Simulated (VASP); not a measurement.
Consider the following.

```yaml
crystal:
  lattice:
    - [4.82947, 0.00000, 0.00000]
    - [-2.41474, 4.22469, 0.00000]
    - [0.00000, 0.00000, 2.72029]
  atoms:
    - { symbol: Ge, position: [0.00000, 0.00000, 0.00000] }
    - { symbol: Ge, position: [0.33333, 0.66667, 0.50000] }
    - { symbol: Ge, position: [0.66667, 0.33333, 0.50000] }
```

Calculation: r2SCAN meta-GGA, VASP's PBE PAW potentials (set 64) (plane waves; VASP). Settings: 480 eV cut-off, 8×8×10 Γ-centred mesh, first-order Methfessel-Paxton smearing of 0.10 eV, potentials Ge_d.

Predict the energy per atom (σ→0), pressure, band gap (on the k-mesh) with the smallest direct gap where there is one.

```json
{
  "band gap (on the k-mesh)": "none (metal, semimetal or under 0.01 eV)",
  "energy per atom (σ→0)": "-13.324 eV/atom",
  "pressure": "1.03 GPa"
}
```

Only differences to runs with the same potentials and settings are physical.

The structure was generated: Ge was put into the omega type (P6/mmm), which need not be its known phase. This cell was strained or had an atom moved on purpose.
